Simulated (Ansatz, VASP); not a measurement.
**Cross-check of AlSi23O48 ([AlO4]0 centre in alpha-quartz) between VASP and Ansatz**

One calculation is typed for both programs; each brings its own data sets. How far apart do they land? Of the first pair: The structure shown is the start of the Ansatz relaxation below; VASP solves that cell, so the two are compared at the walk's first step.

Main program and level: Ansatz 0.2.0; plane waves, with VASP 6.6.1 beside it; single point at r2SCAN.

## (1) Set-up

The cell holds 72 atoms: 23 Si, 48 O and 1 Al. Cell: a = 9.844 Å, b = 9.844 Å, c = 10.830 Å, α = 90.0°, β = 90.0°, γ = 120.0°. It derives from SiO2 (SiO2 (P3_221)). Nearest the centre at fractional (0.266, 0.266, 0.500): Al72 at 0.11 Å, O32 at 1.60 Å, O29 at 1.61 Å, O24 at 1.62 Å, O33 at 1.74 Å, Si6 at 3.06 Å, Si16 at 3.06 Å, Si1 at 3.06 Å.

## (2) Ansatz: relaxation, r2SCAN

Ansatz runs on its default PAW (the set named soft_2) files.

The two programs are compared at the cell with which this relaxation starts, whose forces are those of its first step.

Contents of input.yaml:

```yaml
relax:
  f_tol: 0.02
  max_steps: 80
  random_displacement: { amplitude: 0.01, seed: 289 }
crystal:
  lattice:
    - [9.84405354, 0.0, 0.0]
    - [-4.92202677, 8.52520044, 0.0]
    - [0.0, 0.0, 10.83028558]
  atoms:
    - { symbol: Si, position: [0.234489878, 0.0, 0.333333333] }
    - { symbol: Si, position: [0.0, 0.234489878, 0.166666667] }
    - { symbol: Si, position: [0.265510122, 0.265510122, 0.0] }
    - { symbol: O, position: [0.206642363, 0.134490593, 0.392307368] }
    - { symbol: O, position: [0.365509407, 0.072151771, 0.225640701] }
    - { symbol: O, position: [0.427848229, 0.293357637, 0.058974035] }
    - { symbol: O, position: [0.134490593, 0.206642363, 0.107692632] }
    - { symbol: O, position: [0.072151771, 0.365509407, 0.274359299] }
    - { symbol: O, position: [0.293357637, 0.427848229, 0.441025965] }
    - { symbol: Si, position: [0.234489878, 0.0, 0.833333333] }
    - { symbol: Si, position: [0.0, 0.234489878, 0.666666667] }
    - { symbol: Al, position: [0.273645225, 0.269122941, 0.493361209] }
    - { symbol: O, position: [0.206642363, 0.134490593, 0.892307368] }
    - { symbol: O, position: [0.365509407, 0.072151771, 0.725640701] }
    - { symbol: O, position: [0.427848229, 0.293357637, 0.558974035] }
    - { symbol: O, position: [0.124732218, 0.202302289, 0.615661027] }
    - { symbol: O, position: [0.072151771, 0.365509407, 0.774359299] }
    - { symbol: O, position: [0.293357637, 0.427848229, 0.941025965] }
    - { symbol: Si, position: [0.234489878, 0.5, 0.333333333] }
    - { symbol: Si, position: [0.0, 0.734489878, 0.166666667] }
    - { symbol: Si, position: [0.265510122, 0.765510122, 0.0] }
    - { symbol: O, position: [0.206642363, 0.634490593, 0.392307368] }
    - { symbol: O, position: [0.365509407, 0.572151771, 0.225640701] }
    - { symbol: O, position: [0.427848229, 0.793357637, 0.058974035] }
    - { symbol: O, position: [0.134490593, 0.706642363, 0.107692632] }
    - { symbol: O, position: [0.072151771, 0.865509407, 0.274359299] }
    - { symbol: O, position: [0.293357637, 0.927848229, 0.441025965] }
    - { symbol: Si, position: [0.234489878, 0.5, 0.833333333] }
    - { symbol: Si, position: [0.0, 0.734489878, 0.666666667] }
    - { symbol: Si, position: [0.265510122, 0.765510122, 0.5] }
    - { symbol: O, position: [0.206642363, 0.634490593, 0.892307368] }
    - { symbol: O, position: [0.365509407, 0.572151771, 0.725640701] }
    - { symbol: O, position: [0.427848229, 0.793357637, 0.558974035] }
    - { symbol: O, position: [0.134490593, 0.706642363, 0.607692632] }
    - { symbol: O, position: [0.072151771, 0.865509407, 0.774359299] }
    - { symbol: O, position: [0.293357637, 0.927848229, 0.941025965] }
    - { symbol: Si, position: [0.734489878, 0.0, 0.333333333] }
    - { symbol: Si, position: [0.5, 0.234489878, 0.166666667] }
    - { symbol: Si, position: [0.765510122, 0.265510122, 0.0] }
    - { symbol: O, position: [0.706642363, 0.134490593, 0.392307368] }
    - { symbol: O, position: [0.865509407, 0.072151771, 0.225640701] }
    - { symbol: O, position: [0.927848229, 0.293357637, 0.058974035] }
    - { symbol: O, position: [0.634490593, 0.206642363, 0.107692632] }
    - { symbol: O, position: [0.572151771, 0.365509407, 0.274359299] }
    - { symbol: O, position: [0.793357637, 0.427848229, 0.441025965] }
    - { symbol: Si, position: [0.734489878, 0.0, 0.833333333] }
    - { symbol: Si, position: [0.5, 0.234489878, 0.666666667] }
    - { symbol: Si, position: [0.765510122, 0.265510122, 0.5] }
    - { symbol: O, position: [0.706642363, 0.134490593, 0.892307368] }
    - { symbol: O, position: [0.865509407, 0.072151771, 0.725640701] }
    - { symbol: O, position: [0.927848229, 0.293357637, 0.558974035] }
    - { symbol: O, position: [0.634490593, 0.206642363, 0.607692632] }
    - { symbol: O, position: [0.572151771, 0.365509407, 0.774359299] }
    - { symbol: O, position: [0.793357637, 0.427848229, 0.941025965] }
    - { symbol: Si, position: [0.734489878, 0.5, 0.333333333] }
    - { symbol: Si, position: [0.5, 0.734489878, 0.166666667] }
    - { symbol: Si, position: [0.765510122, 0.765510122, 0.0] }
    - { symbol: O, position: [0.706642363, 0.634490593, 0.392307368] }
    - { symbol: O, position: [0.865509407, 0.572151771, 0.225640701] }
    - { symbol: O, position: [0.927848229, 0.793357637, 0.058974035] }
    - { symbol: O, position: [0.634490593, 0.706642363, 0.107692632] }
    - { symbol: O, position: [0.572151771, 0.865509407, 0.274359299] }
    - { symbol: O, position: [0.793357637, 0.927848229, 0.441025965] }
    - { symbol: Si, position: [0.734489878, 0.5, 0.833333333] }
    - { symbol: Si, position: [0.5, 0.734489878, 0.666666667] }
    - { symbol: Si, position: [0.765510122, 0.765510122, 0.5] }
    - { symbol: O, position: [0.706642363, 0.634490593, 0.892307368] }
    - { symbol: O, position: [0.865509407, 0.572151771, 0.725640701] }
    - { symbol: O, position: [0.927848229, 0.793357637, 0.558974035] }
    - { symbol: O, position: [0.634490593, 0.706642363, 0.607692632] }
    - { symbol: O, position: [0.572151771, 0.865509407, 0.774359299] }
    - { symbol: O, position: [0.793357637, 0.927848229, 0.941025965] }
basis:
  ecutwfc: 500
  xc_grid: 2
hamiltonian:
  xc: r2scan
kpoints:
  mp_grid: { grid: [1, 1, 1], shift: [0.25, 0.25, 0.25] }
magnetization:
  spin_polarized: true
  initial_magnetization: 1
  spin_locking: { lock_magnetization: hard }
scf:
  occupations: { method: fermi_dirac, width: 0.01 }
  max_iter: 120
output:
  forces: true
checkpoint:
  write: "../relax.run"
  compress: false
  write_wavefunctions: true
  write_every: 100000
```

Started as:

```console
ansatz run input.yaml --threads 2 --pin off --max-ram 4710MiB --backend cpu --events-out ev --progress --plain --runs-dir out
```

Numbers of over 12 decimals in the logs are rounded to 6 here.

The program printed:

```text
Warning: This run holds its total moment fixed (magnetization.spin_locking.lock_magnetization: hard) and mixes its density by anderson or broyden (scf.mixing.algorithm, typed or taken by auto). Slabs with a fixed moment have converged under broyden above another state at the same moment, at the default mixing steps and at smaller ones, and under scf.lower_state_search: standard, light or off a state that such a mixer [...]
Engine: ansatz 0.2.0, aarch64-unknown-linux-gnu
Pseudopotentials: kind: paw
Pseudopotential: Si, paw, valence charge 4, recommended cutoff 500 eV (meta_gga), Si.paw.azcp
Pseudopotential: O, paw, valence charge 6, recommended cutoff 500 eV (meta_gga), O.paw.azcp
Pseudopotential: Al, paw, valence charge 3, recommended cutoff 500 eV (meta_gga), Al.paw.azcp
Functional definition: r2SCAN
  parameter k0 = 0.174
  parameter k1 = 0.065
  parameter a1 = 4.9479
  exchange = r2scan_x(k0 = k0, k1 = k1, a1 = a1)
  correlation = r2scan_c
Crystal: 72 atoms, lattice volume = 908.905 Å³
Basis set: ecut = 500 eV, 23025 PW (Γ), exchange–correlation on 144×144×160 points (8 copies of the dense FFT grid, shifted against one another)
Bands: 264, of which v1, the nominal top of the filled ones, is band 192 counted from 1 (191 counted from 0)
Symmetry: 1 space group operations
k-points: 1
Non-local potential: Si, projectors of the file, l = 0: 2, l = 1: 2, l = 2: 2
Non-local potential: O, projectors of the file, l = 0: 2, l = 1: 2, l = 2: 1
Non-local potential: Al, projectors of the file, l = 0: 2, l = 1: 2, l = 2: 1
PAW form: soft (Blöchl's): semilocal exchange-correlation on the pseudo side does not see the compensation charge
PAW frozen core: Si, regenerated for the run's functional (the file was generated under x = pbe(κ = 0.804, μ = 0.219515), c = pbe(β = 0.066725))
PAW frozen core: O, regenerated for the run's functional (the file was generated under x = pbe(κ = 0.804, μ = 0.219515), c = pbe(β = 0.066725))
PAW frozen core: Al, regenerated for the run's functional (the file was generated under x = pbe(κ = 0.804, μ = 0.219515), c = pbe(β = 0.066725))
PAW one-centre angular grid: Si, 302 points (default); XC on 160 Gauss nodes
PAW one-centre angular grid: O, 302 points (default); XC on 160 Gauss nodes
PAW one-centre angular grid: Al, 302 points (default); XC on 160 Gauss nodes
Initial density: superposition of atomic densities (chi_scale 0.1, normalization cell, long waves kept (reshape's long-wave potential 0.03 eV rms))
Starting moments: Σ|m| = 1 μB on 72 of 72 sites
Initial wavefunctions: pseudopotential atomic-orbital guess
Functional: x = r2scan, c = r2scan; τ floored in thin density (d = 2e-4 eV/Å³)
SCF iter   1: F=—  HF=-42650.116926 eV  |F-HF|=—  |Δ(HF+E_count)|=         —  Δρ=6.49e-2 (↑6.49e-2 ↓6.38e-2)  dr2=1.41e2  dr2_τ=4.68e0  dr2_m=2.92e-2  M=1.000 μB ∫|m|=1.007 μB  β_m=1.20  ethr=3.10e-3  ⟨swp⟩=6.0  Hψ=2140  notcnv=0  defer=126
preconditioner: auto → Kerker (q_TF=auto, 2.362 Å⁻¹)  [metal: Δε(μ)=0.016 eV  Ē_g=19.164 eV  σ=0.010 eV  W_gap=0.38  n_scr=212 (ndim 8)  ℏωp=24.1 eV  f_vac=0.003  D(μ)=45.57/eV (n_scr^D=418)]
spin=Collinear: Kerker preconditioning applied to the charge; magnetization (m = ρ↑ − ρ↓) channel mixes plain (no charge-response kernel on spin).
SCF iter   2: F=—  HF=-42624.815573 eV  |F-HF|=—  |Δ(HF+E_count)|=    2.53e1  Δρ=3.75e-2 (↑3.70e-2 ↓3.75e-2)  dr2=4.93e1  dr2_τ=4.63e-1  dr2_m=1.03e-1  M=1.000 μB ∫|m|=1.153 μB  β_m=1.20  ethr=3.10e-3  ⟨swp⟩=2.0  Hψ=1004  notcnv=0  defer=132  κ⁻¹=1.0e0(r=1)
preconditioner: auto → Resta (q_TF=auto, 2.362 Å⁻¹)  ε∞=2.7  [insulator: Δε(μ)=0.050 eV  Ē_g=18.643 eV  σ=0.010 eV  W_gap=0.85  n_scr=212 (ndim 8)  ℏωp=24.1 eV  f_vac=0.001  D(μ)=14.13/eV (n_scr^D=70)  ε∞_Penn≈2.7]
spin=Collinear: Resta preconditioning applied to the charge; magnetization (m = ρ↑ − ρ↓) channel mixes plain (no charge-response kernel on spin).
SCF iter   3: F=—  HF=-42618.334099 eV  |F-HF|=—  |Δ(HF+E_count)|=    6.48e0  Δρ=1.77e-2 (↑1.77e-2 ↓1.76e-2)  dr2=6.44e0  dr2_τ=1.15e-1  dr2_m=5.21e-2  M=1.000 μB ∫|m|=1.192 μB  β_m=1.20  ethr=3.10e-3  ⟨swp⟩=3.0  Hψ=804  notcnv=0  defer=132  κ⁻¹=8.5e-2(r=2)
SCF iter   4: F=—  HF=-42619.124046 eV  |F-HF|=—  |Δ(HF+E_count)|=   7.90e-1  Δρ=1.41e-2 (↑1.16e-2 ↓1.41e-2)  dr2=3.19e0  dr2_τ=7.70e-2  dr2_m=1.36e-1  M=1.000 μB ∫|m|=1.174 μB  β_m=1.20  ethr=1.68e-3  ⟨swp⟩=2.0  Hψ=620  notcnv=0  defer=132  κ⁻¹=2.4e-2(r=3)
[...]
k-point 0 ↓: bands = [... 188 lower, 1.9300, 2.0760, 2.1203, 2.2966, 9.4586, 10.1773, 10.1958, 10.3725, ... 68 higher]
--- Relaxed structure (7 steps of the walk, 6 accepted, 0 SCFs on fresh bases) ---
  F+E_penalty+E_count = -42620.85567817 eV   max|allowed force component| = 1.311e-2 eV/Å
  atoms:
    - { symbol: Si, position: [0.231535, -0.0014805, 0.330987] }
    - { symbol: Si, position: [0.00169915, 0.235181, 0.167382] }
    - { symbol: Si, position: [0.267848, 0.267996, -9.120684808319348e-5] }
    - { symbol: O, position: [0.202564, 0.135114, 0.382710] }
    - { symbol: O, position: [0.363612, 0.070731, 0.223500] }
    - { symbol: O, position: [0.430100, 0.295991, 0.059627] }
    - { symbol: O, position: [0.137176, 0.209210, 0.107823] }
    - { symbol: O, position: [0.070655, 0.367962, 0.273667] }
    - { symbol: O, position: [0.298247, 0.447221, 0.440947] }
    - { symbol: Si, position: [0.235477, 0.0020045, 0.832436] }
    - { symbol: Si, position: [-0.0013234, 0.232058, 0.669195] }
    - { symbol: Al, position: [0.274242, 0.274242, 0.500162] }
    - { symbol: O, position: [0.209703, 0.137702, 0.891794] }
    - { symbol: O, position: [0.368194, 0.070595, 0.726065] }
    - { symbol: O, position: [0.447477, 0.298141, 0.558725] }
    - { symbol: O, position: [0.135702, 0.203291, 0.618079] }
    - { symbol: O, position: [0.070217, 0.363981, 0.776757] }
    - { symbol: O, position: [0.295614, 0.430301, 0.940530] }
    - { symbol: Si, position: [0.232180, 0.506738, 0.331466] }
    - { symbol: Si, position: [-0.00288024, 0.729317, 0.166269] }
    - { symbol: Si, position: [0.264241, 0.765983, -0.00106794] }
    - { symbol: O, position: [0.201425, 0.641745, 0.387214] }
    - { symbol: O, position: [0.359802, 0.576134, 0.220771] }
    - { symbol: O, position: [0.428734, 0.798227, 0.056889] }
    - { symbol: O, position: [0.131889, 0.702882, 0.105846] }
    - { symbol: O, position: [0.070644, 0.859382, 0.274322] }
    - { symbol: O, position: [0.292612, 0.932398, 0.441986] }
    - { symbol: Si, position: [0.234297, 0.500302, 0.833030] }
    - { symbol: Si, position: [-0.000267254, 0.735780, 0.667245] }
    - { symbol: Si, position: [0.263670, 0.768349, 0.498732] }
    - { symbol: O, position: [0.207193, 0.635642, 0.890805] }
    - { symbol: O, position: [0.361937, 0.570357, 0.722992] }
    - { symbol: O, position: [0.425508, 0.793218, 0.556560] }
    - { symbol: O, position: [0.134055, 0.708257, 0.607452] }
    - { symbol: O, position: [0.072371, 0.868314, 0.773676] }
    - { symbol: O, position: [0.290099, 0.928070, 0.941758] }
    - { symbol: Si, position: [0.735556, -0.00020696, 0.332764] }
    - { symbol: Si, position: [0.500057, 0.234568, 0.167053] }
    - { symbol: Si, position: [0.765562, 0.263832, 0.000945102] }
[...]
- { symbol: Si, position: [0.729203, -0.00321231, 0.833664] }
    - { symbol: Si, position: [0.506969, 0.232168, 0.668315] }
    - { symbol: Si, position: [0.768764, 0.263940, 0.501314] }
[...]
- { symbol: Si, position: [0.733777, 0.496723, 0.335417] }
    - { symbol: Si, position: [0.498955, 0.737305, 0.164561] }
    - { symbol: Si, position: [0.763217, 0.763175, 6.818545885771272e-5] }
[...]
- { symbol: O, position: [0.572748, 0.867455, 0.272641] }
    - { symbol: O, position: [0.792117, 0.925526, 0.440126] }
    - { symbol: Si, position: [0.736998, 0.498897, 0.835359] }
    - { symbol: Si, position: [0.496509, 0.733349, 0.664502] }
    - { symbol: Si, position: [0.763370, 0.763426, 0.499946] }
    - { symbol: O, position: [0.705046, 0.630977, 0.893458] }
    - { symbol: O, position: [0.867229, 0.573119, 0.727423] }
    - { symbol: O, position: [0.925510, 0.792414, 0.559890] }
    - { symbol: O, position: [0.631960, 0.706102, 0.607066] }
    - { symbol: O, position: [0.567179, 0.862558, 0.773963] }
    - { symbol: O, position: [0.790429, 0.924578, 0.939663] }
```

The column dr2 measures how far the density is from self-consistency, as an energy; F and HF (Harris–Foulkes) agree once it is small.

(Part 1 of 3 ends here.)

[Lines on the potential files, build, host, timing and source positions are cut from VASP's logs without a mark.]

[Logs are printed without paths, hosts, clocks, repeated set-up lines and the standing remarks that a program may print on its own settings, such as how far it seeks lower states.]

[Hosts, paths, dates, database ids (printed as entryN), source tags and the programs' standing remarks are cut or masked in the printed files.]
